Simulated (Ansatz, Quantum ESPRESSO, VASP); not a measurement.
# TiSi₂ (Cmcm, 6 atoms in the cell) computed with different codes at matched settings

Self-consistent single point.

```xyz
6
Lattice="1.7978 -6.8843 0.0000 1.7978 6.8843 0.0000 0.0000 0.0000 3.6311" Properties=species:S:1:pos:R:3 pbc="T T T"
Ti     1.7978    -5.4645     2.7233
Ti     1.7978     5.4645     0.9078
Si     1.7978    -0.8020     2.7233
Si     1.7978     0.8020     0.9078
Si     1.7978     3.4464     2.7233
Si     1.7978    -3.4464     0.9078
```

Shared settings, as Ansatz (an electronic-structure program) writes them: kpoints.mp_grid.grid = 7 7 7; scf.occupations.method = fermi_dirac; scf.occupations.width = 0.0073 Ry. Potentials and cutoffs stand in the table.

```
code                                                             model  pressure (GPa)  largest force (eV/Å)   cutoff
----------------  ----------------------------------------------------  --------------  --------------------  -------
Ansatz                         PBEsol, default PAW files made with PBE           -8.97                 0.129  default
VASP                        PBEsol, VASP's PBE PAW potentials (set 64)           -9.06                 0.128   300 eV
Quantum ESPRESSO  PBEsol, SSSP 1.1.2 efficiency (PBE) pseudopotentials           -8.69                 0.126    50 Ry
```

Size of the force on each atom (eV/Å): Sizes of forces hide their directions.

```csv
code,Ti1,Ti2,Si3,Si4,Si5,Si6
Ansatz,0.129,0.129,0.031,0.031,0.003,0.003
VASP,0.128,0.128,0.030,0.030,0.004,0.004
Quantum ESPRESSO,0.126,0.126,0.049,0.049,0.003,0.003
```

On Ansatz's run: spin polarisation is off.

The spread over the programs that give each value: pressure within 0.37 GPa; largest force within 0.003 eV/Å.

Ansatz's pressure is given at a fixed set of plane waves, as the other plane-wave codes print theirs.

VASP's run is marked for a possible Pulay error in its stress at this cutoff; no cutoff test was made.

The starting cell comes from a database of computed structures (which also holds hypothetical and non-ambient phases and stackings), without a prior relaxation at this level. Its lattice was rescaled by a random factor within 2.5 % of one.

Left out of this page: Elk (not drawn, or without a comparable value).

Keys are those of Ansatz 0.2.
